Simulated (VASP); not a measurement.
Elastic constants (GPa) of a crystal from PBEsol GGA, VASP's PBE PAW potentials (set 64) in VASP:

|  | xx | yy | zz | yz | xz | xy |
|---|---|---|---|---|---|---|
| xx | 57.7 | 11.7 | 11.7 | 0.0 | 0.0 | 0.0 |
| yy | 11.7 | 57.7 | 11.7 | 0.0 | 0.0 | 0.0 |
| zz | 11.7 | 11.7 | 57.7 | 0.0 | 0.0 | 0.0 |
| yz | 0.0 | 0.0 | 0.0 | 12.3 | 0.0 | 0.0 |
| xz | 0.0 | 0.0 | 0.0 | 0.0 | 12.3 | 0.0 |
| xy | 0.0 | 0.0 | 0.0 | 0.0 | 0.0 | 12.3 |

Problem. Work out the Voigt, Reuss and Hill moduli, Young's modulus and Poisson's ratio.

Solution. All eigenvalues are positive (smallest 12.3 GPa), so the crystal is stable. K_V = (C11+C22+C33+2(C12+C13+C23))/9 = (173.1 + 2×35.1)/9 = 27.0 GPa; G_V = (173.1 − 35.1 + 3×36.9)/15 = 16.6 GPa. From the compliances, K_R = 27.0 GPa and G_R = 15.1 GPa. Hill: K = 27.0 GPa, G = 15.8 GPa, E = 9KG/(3K+G) = 39.8 GPa, ν = (3K−2G)/(2(3K+G)) = 0.255. K/G = 1.71, below Pugh's 1.75; universal anisotropy A^U = 0.49.

Problem. With a density of 2.22 g/cm³, what are the mean sound speeds?

Solution. v_l = √((K+4G/3)/ρ) = 4.66 km/s and v_t = √(G/ρ) = 2.67 km/s. The crystal is NaCl (space group Fm-3m), cubic.

The structure comes from a measured NaCl entry (Fm-3m) of the Crystallography Open Database, whose conditions weren't checked. It was relaxed first.
